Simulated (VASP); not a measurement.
Consider the following.

```
CELL_PARAMETERS angstrom
      3.18893     0.00000     0.00000
     -1.59447     2.76169     0.00000
      0.00000     0.00000     5.19236
ATOMIC_POSITIONS crystal
  Ga 0.66667 0.33333 0.49908
  Ga 0.33333 0.66667 0.99908
  N  0.66667 0.33333 0.87592
  N  0.33333 0.66667 0.37592
```

These are PBE GGA, VASP's PBE PAW potentials (set 64) (plane waves; VASP) values and carry that method's errors. Numerical set-up: 400 eV cut-off, 10×10×5 Γ-centred mesh, Gaussian smearing of 0.010 eV, potentials Ga_d N.

At this cut-off the stress carries a Pulay error, which pulls relaxed volumes low.

### Question
Give the stress tensor in GPa (positive for a compressed cell).

### Answer

```
1.65  0.00  0.00
0.00  1.65  0.00
0.00  0.00  1.79
```
The pressure is its mean diagonal, 1.69 GPa.

The structure comes from a computed database's GaN entry (P6_3mc); how it stands against other phases isn't given here. The cell was not relaxed at this level.
